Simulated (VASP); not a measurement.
Here is the system:

```yaml
crystal:
  lattice:
    - [2.93760, 0.00000, 0.00000]
    - [0.00000, 2.93760, 0.00000]
    - [0.00000, 0.00000, 2.93760]
  atoms:
    - { symbol: Cr, position: [0.00000, 0.00000, 0.00000], spin: 1.5 }
    - { symbol: Cr, position: [0.50000, 0.50000, 0.50000], spin: -1.5 }
```

Computed with PBE GGA, VASP's PBE PAW potentials (set 64) (plane waves; VASP). Settings: 400 eV cut-off, 2×2×2 Monkhorst-Pack mesh, first-order Methfessel-Paxton smearing of 0.10 eV, potentials Cr_pv.

Q: Give the stress tensor in GPa (positive for a compressed cell).

A: 
```
-26.33    0.00    0.00
  0.00  -26.33    0.00
  0.00    0.00  -26.33
```
The pressure is its mean diagonal, -26.33 GPa.

The compound is Cr in the bcc, AFM order structure. The cell was not relaxed at this level. The k-mesh is coarse (spacing up to 1.07 per Å, 2π included), so the numbers may not be converged in it. The run is one of a series of settings (KPOINTS 2×2×2 Monkhorst-Pack mesh against the base run), some of them coarse on purpose.
